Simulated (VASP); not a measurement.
Here is the system:

```
CELL_PARAMETERS angstrom
      0.00000     3.34079     3.34079
      3.34079     0.00000     3.34079
      3.34079     3.34079     0.00000
ATOMIC_POSITIONS crystal
  K  0.00000 0.00000 0.00000
  Br 0.50000 0.50000 0.50000
```

Calculation: PBE GGA with D4 dispersion, VASP's PBE PAW potentials (set 64) (plane waves; VASP). Run with 520 eV cut-off, 7×7×7 Γ-centred mesh, Gaussian smearing of 0.050 eV, potentials K_sv Br.

### Question
What does the run give for the energy per atom (σ→0), band gap (on the k-mesh) with the smallest direct gap where there is one?

### Answer

| Property | Value |
|---|---|
| band gap (on the k-mesh) | 4.34 eV |
| smallest direct gap (on the k-mesh) | 4.34 eV |
| energy per atom (σ→0) | -3.228 eV/atom |

Only differences to runs with the same potentials and settings are physical.

The compound is KBr in the rock salt structure. This cell is one point of a volume scan, at 1.03 of the reference volume.
